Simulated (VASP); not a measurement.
Write the native input for VASP 6.6.1 that does the following.

| Property | Result |
| --- | --- |
| Task | single point |
| Functional | PBEsol |
| Potentials or basis | VASP PAW PBE potentials, release 64 (Ba_sv, Ge_d, Li_sv, B) |
| Cutoff | 520 eV |
| k mesh | 4 × 4 × 2 |
| Occupations | methfessel-paxton, width 0.15 eV |
| Spin | no spin polarisation |
| Dipole correction | no |
| Further INCAR settings | ALGO = Normal; EDIFF = 1e-07; NBANDS = 34 |

The structure of BaLi2Ge2B2 lies in POSCAR:

```
BaLi2Ge2B2
1.0
    4.3341800000      0.0801100000     -0.0169270000
   -2.0977130000      3.7098200000     -0.1232110000
   -0.0782650000     -2.7874790000      8.2960340000
Ba Ge Li B
1 2 2 2
Direct
    0.9490895233      0.9358894625      0.0125131014
    0.8546340527      0.6540204692      0.5782863121
    0.1022637154      0.2837624997      0.3975987417
    0.4069009569      0.8958811125      0.2945573777
    0.5086991051      0.1507697688      0.6747816178
    0.6510982707      0.4671693691      0.2667455974
    0.1845858907      0.4952689613      0.6546775326
```

The cell was built by a generator and needn't be a form met in nature.

The input as run:

INCAR

```
SYSTEM = BaLi2Ge2B2
ALGO     = Normal         ! electronic algorithm
EDIFF    = 1E-7           ! SCF threshold, eV
ENCUT    = 520            ! plane-wave cutoff, eV
GGA      = PS             ! functional
ISIF     = 2              ! what is computed and relaxed
ISMEAR   = 1              ! smearing method
LASPH    = .TRUE.         ! aspherical terms in the spheres
LCHARG   = .FALSE.        ! write CHGCAR
LREAL    = .FALSE.        ! projectors in reciprocal space
LWAVE    = .FALSE.        ! write WAVECAR
NBANDS   = 34             ! bands
NELM     = 60             ! most SCF steps
PREC     = Accurate       ! precision mode
SIGMA    = 0.15           ! smearing width, eV
```

KPOINTS

```
k-points
0
G
  4 4 2
  0 0 0
```

Potentials or basis: VASP PAW PBE potentials, release 64 (Ba_sv, Ge_d, Li_sv, B).

The run is started by

```bash
$ cat potpaw_PBE.64/Ba_sv/POTCAR potpaw_PBE.64/Ge_d/POTCAR potpaw_PBE.64/Li_sv/POTCAR potpaw_PBE.64/B/POTCAR > POTCAR
$ mpirun -np 1 vasp_std > vasp.out
```

Results of the run:

The largest force is 2.357 eV/Å and the band gap on the k mesh is none (metal or under the smearing width).

Caveat: the k mesh is coarse (spacing up to 0.45 Å⁻¹), so the values aren't converged; the PAW data sets were made with another functional, which shifts forces and pressure a little.

Wall time 2.7 min on 1 thread of Intel(R) Xeon(R) Platinum 8375C CPU @ 2.90GHz (Ice Lake) (shared host), peak memory 0.3 GiB.
